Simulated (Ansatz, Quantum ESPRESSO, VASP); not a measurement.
One structure in several programs: I (Cmce, 4 atoms in the cell)

Self-consistent single point.

```
I
1.0
    2.39500    -3.63500     0.00000
    2.39500     3.63500     0.00000
    0.00000     0.00000     9.79000
I
4
Cartesian
  4.05234   0.00000   8.64457
  3.13266   0.00000   3.74957
  1.65734   0.00000   6.04043
  0.73766   0.00000   1.14543
```

Shared settings, as Ansatz (an electronic-structure program) writes them: kpoints.mp_grid.grid = 3 3 2; magnetization.spin_orbit = true; scf.occupations.method = fermi_dirac; scf.occupations.width = 0.02 eV. Potentials and cutoffs stand in the table.

```csv
code,model,pressure (GPa),largest force (eV/Å),gap on the mesh (eV),cutoff
Ansatz,"PBE with spin-orbit coupling, default PAW files",1.34,0.631,1.088,default
VASP,"PBE, spin-orbit coupling, VASP's PBE PAW potentials (set 64)",1.30,0.614,1.107,300 eV
Quantum ESPRESSO,"PBE, spin-orbit coupling, PseudoDojo fully relativistic norm-conserving (PBE) pseudopotentials",1.25,0.598,1.068,70 Ry
```

Gaps are read on the mesh.

The spread over the programs that give each value: pressure within 0.09 GPa; largest force within 0.033 eV/Å; gap on the mesh within 0.039 eV.

Ansatz's pressure is given at a fixed set of plane waves, as the other plane-wave codes print theirs.

VASP's run is marked for a possible Pulay error in its stress at this cutoff; no cutoff test was made.

The starting cell has typed, rounded lattice constants, without a prior relaxation at this level.

Left out of this page: ABINIT and Elk (with a known weakness of the program); FLEUR and SIESTA (not drawn, or without a comparable value).

Keys are those of Ansatz 0.2.
